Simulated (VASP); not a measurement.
Au:

```
Au
1.0
     0.00000    2.04000    2.04000
     2.04000    0.00000    2.04000
     2.04000    2.04000    0.00000
Au
1
Direct
  0.00000 0.00000 0.00000
```

The cell was built by a generator and needn't be a form met in nature.

| Item | Value |
| --- | --- |
| Program | VASP 6.6.1 |
| Task | relaxation of cell and atoms |
| Functional | r2SCAN |
| Dispersion | rVV10 |
| Potentials or basis | VASP PAW PBE potentials, release 64 (Au) |
| Cutoff | 600 eV |
| k mesh | 18 × 18 × 18 |
| Occupations | methfessel-paxton, width 0.1 eV |
| Spin | no spin polarisation |

At the start: pressure 4.0 GPa; volume 16.98 Å³/atom.

Question: Where does the relaxation end?

Answer: Over 3 steps the energy falls by 4.8 meV/atom and the volume is 17.37 Å³/atom (+2.3 %); space group Fm-3m (No. 225, to 0.05 Å).

Step by step:
```tsv
step	energy change (eV)	largest force (eV/Å)	pressure (GPa)	volume (Å³)
1	0.0000	0.0000	4.00	16.98
2	0.0077	0.0000	-5.68	18.04
3	-0.0048	0.0000	-0.02	17.37
```

Final structure:
```
Au
1.0
     0.00000    2.05564    2.05564
     2.05564    0.00000    2.05564
     2.05564    2.05564    0.00000
Au
1
Direct
  0.00000 0.00000 0.00000
```

Caveat: the PAW data sets were made with another functional, which shifts forces and pressure a little.
